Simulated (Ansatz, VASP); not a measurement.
# Two plane-wave programs on NiCl3

File INCAR:

```
SYSTEM = NiCl3
ALGO = Normal ; EDIFF = 1E-7
ENCUT = 520 ; GGA = PS
ISIF = 2 ; ISMEAR = 0
ISPIN = 2 ; LASPH = .TRUE.
LCHARG = .FALSE. ; LMAXMIX = 4
LORBIT = 11 ; LREAL = .FALSE.
LWAVE = .FALSE. ; MAGMOM = 0.08 0 0 0
NBANDS = 28 ; NELM = 150
PREC = Accurate ; SIGMA = 0.05
```

File KPOINTS:

```
k-points
0
G
  6 6 6
  0 0 0
```

The input POSCAR:

```
NiCl3
1.0
    4.4891626581      0.0000000000      0.0000000000
    0.0000000000      4.4891626581      0.0000000000
    0.0000000000      0.0000000000      4.4891626581
Ni Cl
1 3
Direct
    0.0000000000      0.0000000000      0.0000000000
    0.5000000000      0.0000000000      0.0000000000
    0.0000000000      0.0000000000      0.5000000000
    0.0000000000      0.5000000000      0.0000000000
```

Input for Ansatz:

```yaml
crystal:
  lattice:
    - [4.4891626581, 0.0, 0.0]
    - [0.0, 4.4891626581, 0.0]
    - [0.0, 0.0, 4.4891626581]
  atoms:
    - { symbol: Ni, position: [0.0, 0.0, 0.0], spin: 0.08 }
    - { symbol: Cl, position: [0.5, 0.0, 0.0] }
    - { symbol: Cl, position: [0.0, 0.0, 0.5] }
    - { symbol: Cl, position: [0.0, 0.5, 0.0] }
basis:
  ecutwfc: 420
  ecutrho_ratio: 4
kpoints:
  mp_grid: { grid: [6, 6, 6] }
hamiltonian:
  xc: pbesol
scf:
  occupations: { method: gaussian, width: 0.05 }
output:
  forces: true
  stress: true
  eigenvalues: true
  populations: true
magnetization:
  spin_polarized: true
```

Alike in both runs: task single point; functional PBEsol; k mesh 6 × 6 × 6; occupations gaussian, width 0.05 eV; collinear spin.

|  | VASP | Ansatz |
| --- | --- | --- |
| version | VASP 6.6.1 | Ansatz 0.2.0 |
| potentials or method | VASP PAW PBE potentials, release 64 (Ni, Cl) | scalar-relativistic, plane waves, PAW |
| plane-wave cutoff (eV) | 520 | 420 |
| valence electrons in the cell | 31 | 39 |

|  | VASP | Ansatz | Ansatz less VASP |
| --- | --- | --- | --- |
| gap on the k mesh at the Fermi level (eV) | none | none | - |
| pressure (GPa) | 1.3 | 1.2 | -0.06 |
| net moment per atom (μB) | 0.00 | 0.02 | +0.019 |
| size of the moment on the site where the two differ most (μB) | 0.01 | 0.06 | +0.053 |

Site moments also hang on the region over which each program counts them. A gap of «none» marks a metal or a gap that the smearing closes. The functional is the same, so the differences come from potentials, cutoffs and numerics. The two sets of potentials don't hold the same shells in valence.

Caveats: the PAW data sets were made with another functional, which shifts forces and pressure a little (VASP); semilocal functionals often make such compounds metallic where correlation or magnetic order opens a gap, which also shifts bond lengths.
